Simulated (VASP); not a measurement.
A calculation with VASP 6.6.1 of Mg6TiCo (ASE script, Cartesian positions):

The input run.py:

```python
from ase.calculators.vasp import Vasp
from ase.dft.bandgap import bandgap
from ase.io import read

atoms = read('Mg6TiCo.xyz')
atoms.set_initial_magnetic_moments([2.0, 1.0, 0.0, 0.0, 0.0, 0.0, 0.0, 0.0])
calc = Vasp(
    directory='calc',
    xc='pbe',
    pp='PBE',
    setups='materialsproject',
    prec='Accurate',
    encut=520,
    ediff=1e-06,
    ismear=0,
    sigma=0.02,
    lreal=False,
    lasph=True,
    nelm=120,
    algo='Fast',
    isif=2,
    lwave=False,
    lcharg=False,
    ispin=2,
    lorbit=11,
    lmaxmix=4,
    kpts=[6, 5, 5],
    gamma=True,
    nbands=48,
)
atoms.calc = calc

print('energy (eV):', atoms.get_potential_energy())
print('free energy (eV):', atoms.get_potential_energy(force_consistent=True))
print('forces (eV/A):')
print(atoms.get_forces())
print('stress (eV/A^3, Voigt):', atoms.get_stress())
print('Fermi level (eV):', calc.get_fermi_level())
print('moment (muB):', atoms.get_magnetic_moment())
print('site moments (muB):', atoms.get_magnetic_moments())
gap, top, bottom = bandgap(calc)
print('band gap (eV):', gap, 'from (spin, k, band)', top, 'to', bottom)
```

The input Mg6TiCo.xyz:

```xyz
8
Lattice="4.7166050000 0.0000000000 0.0000000000 0.0000000000 3.0183690000 5.4998395000 0.0000000000 -3.0183690000 5.4998395000" Properties=species:S:1:pos:R:3 pbc="T T T"
Co     0.0000000000      0.0000000000      8.8001171891
Ti     2.3583025000      0.0000000000      7.6176516966
Mg     2.3583025000      0.0000000000      1.8369353933
Mg     2.3583025000     -1.5721778610      4.6379706516
Mg     2.3583025000      1.5721778610      4.6379706516
Mg     0.0000000000      0.0000000000      3.6185754003
Mg     0.0000000000     -1.4486179076      6.4247585084
Mg     0.0000000000      1.4486179076      6.4247585084
```

Potentials or basis: VASP PAW PBE potentials, release 64 (Co, Ti_pv, Mg_pv).

Launch:

```console
$ python run.py
```

The cell comes from a database or a generator and needn't be the stable form of this composition.

Write the same calculation in another form: native input, structure from a POSCAR.

As run:

The input INCAR:

```
  ALGO = Normal
  EDIFF = 1E-7
  ENCUT = 520
  GGA = PE
  ISIF = 2
  ISMEAR = 0
  ISPIN = 2
  LASPH = T
  LCHARG = F
  LMAXMIX = 4
  LORBIT = 11
  LREAL = F
  LWAVE = F
  MAGMOM = 2 1 0 0 0 0 0 0
  NELM = 150
  PREC = Accurate
  SIGMA = 0.02
```

Contents of KPOINTS:

```
k-points
0
Gamma
  6 5 5
```

POSCAR

```
Mg6TiCo
1.0
    4.7166050000      0.0000000000      0.0000000000
    0.0000000000      3.0183690000      5.4998395000
    0.0000000000     -3.0183690000      5.4998395000
Co Ti Mg
1 1 6
Direct
    0.0000000000      0.8000340000      0.8000340000
    0.5000000000      0.6925340000      0.6925340000
    0.5000000000      0.1669990000      0.1669990000
    0.5000000000      0.1612110000      0.6820810000
    0.5000000000      0.6820810000      0.1612110000
    0.0000000000      0.3289710000      0.3289710000
    0.0000000000      0.3441190000      0.8240530000
    0.0000000000      0.8240530000      0.3441190000
```

Potentials or basis: VASP PAW PBE potentials, release 64 (Co, Ti_pv, Mg_pv).

The run is started by

```bash
$ cat potpaw_PBE.64/Co/POTCAR potpaw_PBE.64/Ti_pv/POTCAR potpaw_PBE.64/Mg_pv/POTCAR > POTCAR
$ mpirun -np 1 vasp_std > vasp.out
```

Both were run:

|  | ASE script, Cartesian positions | native input, structure from a POSCAR |
| --- | --- | --- |
| Pressure | -0.1 GPa | -0.1 GPa |
| Largest force | 0.055 eV/Å | 0.055 eV/Å |
| Band gap on the k mesh | none (metal or under the smearing width) | none (metal or under the smearing width) |
| Net moment | 0.29 μB per cell | 0.29 μB per cell |
| Site moments | Co +1.02; Ti -0.59; Mg +0.01, -0.00, +0.00 μB | Co +1.02; Ti -0.59; Mg +0.01, -0.00, +0.00 μB |
| Valence electrons inside the program's atomic spheres | Co 7.96; Ti 8.43; Mg 6.35, 6.33, 6.31 | Co 7.96; Ti 8.43; Mg 6.35, 6.33, 6.31 |

Keys that steer only the numerical path or the files written may differ.
